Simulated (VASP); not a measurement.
Data:

```
MoS2
1.0
    1.58682    -2.74846     0.00000
    1.58682     2.74846     0.00000
    0.00000     0.00000    12.82882
Mo S
2 4
Direct
  0.33333   0.66667   0.25000
  0.66667   0.33333   0.75000
  0.33333   0.66667   0.87099
  0.66667   0.33333   0.37099
  0.66667   0.33333   0.12901
  0.33333   0.66667   0.62901
```

The numbers are results of SCAN meta-GGA, VASP's PBE PAW potentials (set 64) (plane waves; VASP), not measurements. Settings: 520 eV cut-off, 7×7×2 Γ-centred mesh, Gaussian smearing of 0.050 eV, potentials Mo_sv S.

Question: What does the run give for the energy per atom (σ→0)?

Answer: 
The energy per atom (σ→0) is -18.988 eV/atom.

The compound is MoS2 in the 2H layered structure. It was relaxed first, which changed the volume by +5 %. The start is the result of an earlier pass.
